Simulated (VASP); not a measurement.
Wanted: the native input for a VASP 6.6.1 run.

| Item | Value |
| --- | --- |
| Task | relaxation of cell and atoms |
| Functional | PBE |
| Potentials or basis | VASP PAW PBE potentials, release 64 (Be, Cd, S) |
| Cutoff | 520 eV |
| k mesh | 6 × 6 × 4 |
| Occupations | gaussian, width 0.03 eV |
| Spin | no spin polarisation |
| Further INCAR settings | ALGO = Normal; EDIFF = 1e-07; IBRION = 2; POTIM = 0.3; EDIFFG = -0.005; NSW = 60; ISIF = 3 |

The structure of Be2CdS3 lies in POSCAR:

```
Be2CdS3                                 
1.0
    5.5237182304     -3.1932222507      0.0000000000
    5.5237182304      3.1932222507      0.0000000000
    0.0000000000      0.0000000000      5.9756665483
  Be              Cd              S             
     4     2     6
Direct
     0.1685020532664738    0.4849053552770182    0.9957024725386903
     0.5150946447229817    0.8314979467335262    0.9957024725386903
     0.8314979467335262    0.5150946447229817    0.4957024725386903
     0.4849053552770182    0.1685020532664738    0.4957024725386903
     0.8216876916522682    0.1783123083477318    0.0005278409079392
     0.1783123083477318    0.8216876916522682    0.5005278409079392
     0.8366987315984634    0.5489382507620822    0.1389402146243508
     0.4510617492379178    0.1633012684015367    0.1389402146243508
     0.2171882937602455    0.7828117062397545    0.0749913347659851
     0.1633012684015367    0.4510617492379178    0.6389402146243507
     0.5489382507620822    0.8366987315984634    0.6389402146243507
     0.7828117062397545    0.2171882937602455    0.5749913347659852
```

The cell was built by a generator and needn't be a form met in nature.

These files were run (other wordings do the same):

INCAR

```
SYSTEM = Be2CdS3
PREC     = Accurate       ! precision mode
ENCUT    = 520            ! plane-wave cutoff, eV
EDIFF    = 1E-7           ! SCF threshold, eV
ISMEAR   = 0              ! smearing method
SIGMA    = 0.03           ! smearing width, eV
LREAL    = .False.        ! projectors in reciprocal space
LASPH    = .True.         ! aspherical terms in the spheres
NELM     = 120            ! most SCF steps
ALGO     = Normal         ! electronic algorithm
ISIF     = 3              ! what is computed and relaxed
LWAVE    = .False.        ! write WAVECAR
LCHARG   = .False.        ! write CHGCAR
GGA      = PE             ! functional
IBRION   = 2              ! ionic algorithm
NSW      = 60             ! ionic steps
EDIFFG   = -0.005         ! ionic threshold
POTIM    = 0.3            ! step
KPAR     = 8
```

KPOINTS

```
regular mesh
0
Gamma
  6 6 4
  0 0 0
```

Potentials or basis: VASP PAW PBE potentials, release 64 (Be, Cd, S).

Command:

```sh
$ cat potpaw_PBE.64/Be/POTCAR potpaw_PBE.64/Cd/POTCAR potpaw_PBE.64/S/POTCAR > POTCAR
$ mpirun -np 8 vasp_std > vasp.out
```

Results of the run:

```
Energy gained by relaxing    : 0.0 meV/atom
Ionic steps                  : 3
Pressure after relaxing      : 0.0 GPa
Largest force after relaxing : 0.004 eV/Å
Band gap on the k mesh       : 3.07 eV, direct
```

It took 110 s on 8 MPI ranks on Intel(R) Xeon(R) Platinum 8488C (Sapphire Rapids), on a shared host, peak memory 0.54 GiB a rank.
